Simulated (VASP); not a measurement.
All values below come from LDA (Ceperley-Alder, Perdew-Zunger), VASP's LDA PAW potentials (set 64) (plane waves; VASP 6.6.1).

A VASP calculation is set up with these files.

### KPOINTS
```
Automatic mesh
0
G
 5 5 5
0 0 0
```

### KPOINTS_OPT
```
k-points along high-symmetry lines
10
Line-mode
Reciprocal
  0.000000   0.000000   0.000000 ! GAMMA
  0.500000   0.000000   0.500000 ! X

  0.500000   0.000000   0.500000 ! X
  0.625000   0.250000   0.625000 ! U

  0.375000   0.375000   0.750000 ! K
  0.000000   0.000000   0.000000 ! GAMMA

  0.000000   0.000000   0.000000 ! GAMMA
  0.500000   0.500000   0.500000 ! L

  0.500000   0.500000   0.500000 ! L
  0.500000   0.250000   0.750000 ! W

  0.500000   0.250000   0.750000 ! W
  0.500000   0.000000   0.500000 ! X
```

### INCAR
```
ALGO=Normal
EDIFF=1E-6
ENCUT=300
ISIF=2
ISMEAR=-1
LASPH=.True.
LCHARG=.False.
LMAXMIX=4
LREAL=.False.
LWAVE=.False.
NELM=100
PREC=Accurate
SIGMA=0.1
SYSTEM=YS
```

File POSCAR:
```
YS
1
    0.0000000000     2.7436500000     2.7436500000
    2.7436500000     0.0000000000     2.7436500000
    2.7436500000     2.7436500000     0.0000000000
Y S
1 1
Direct
  0.5000000000   0.5000000000   0.5000000000
  0.0000000000   0.0000000000   0.0000000000
```

POTCAR, in this order: Y_sv S (LDA.64 set). Program: vasp_std.

At this cut-off the stress carries a Pulay error, which pulls relaxed volumes low.

Q: What does the run give for the energy per atom (σ→0), pressure, band gap (over mesh and band path)?

A: 
```json
{
 "energy per atom (σ→0)": "-8.018 eV/atom",
 "band gap (over mesh and band path)": "none (metal, semimetal or under 0.01 eV)",
 "pressure": "-4.00 GPa"
}
```

**OSZICAR**
```
...
DAV:  13    -0.160549455596E+02   -0.10786E-06   -0.35457E-07   208   0.568E-03
   1 F= -.16054946E+02 E0= -.16036966E+02  d E =-.359590E-01
       N       E                     dE             ncg
       N       E                     dE             ncg
       N       E                     dE             ncg
       N       E                     dE             ncg
       N       E                     dE             ncg
       N       E                     dE             ncg
```

The structure comes from a measured YS entry (Fm-3m) of the Crystallography Open Database, whose conditions weren't checked. The cell was not relaxed at this level. The k-mesh is coarse (spacing up to 0.40 per Å, 2π included), so the numbers may not be converged in it. The electron count is odd and the run is not spin-polarised, which forces a metal.
